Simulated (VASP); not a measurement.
Here is the system:

```
MoSi2
1.0
   -1.64439     1.64439     4.00379
    1.64439    -1.64439     4.00379
    1.64439     1.64439    -4.00379
Si Mo
2 1
Direct
  0.66360   0.66360   0.00000
  0.33640   0.33640   0.00000
  0.00000   0.00000   0.00000
```

Level of theory: vdW-DF2, VASP's PBE PAW potentials (set 64) (plane waves; VASP 6.6.1). Numerical set-up: 520 eV cut-off, Gaussian smearing of 0.050 eV, potentials Si Mo_sv.

Problem. Give the energies of bands 6 to 14 at the high-symmetry points, in eV from the Fermi level.

Solution. 
```tsv
band	Γ	X	P	N	M	S	R
6	-5.83	-5.98	-6.06	-9.01	-9.68	-8.72	-7.32
7	-3.52	-5.31	-5.62	-4.56	-2.97	-6.33	-5.01
8	-2.58	-5.11	-5.62	-4.16	-1.83	-2.44	-4.09
9	-2.40	-4.07	-2.60	-2.40	-0.50	-2.32	-3.71
10	-2.40	-2.67	-1.85	-2.21	-0.50	-1.99	-2.56
11	0.30	-1.11	-1.85	-0.39	-0.50	-0.30	-1.67
12	2.68	2.05	0.15	2.01	-0.50	1.48	1.67
13	3.21	2.40	2.05	2.94	0.41	3.14	1.93
14	3.21	2.94	3.83	3.43	4.09	3.54	2.29
```

It has no gap at this level: it comes out as a metal or semimetal.

The compound is MoSi2 in the MoSi2 type structure. It was relaxed first, which changed the volume by +7 %.
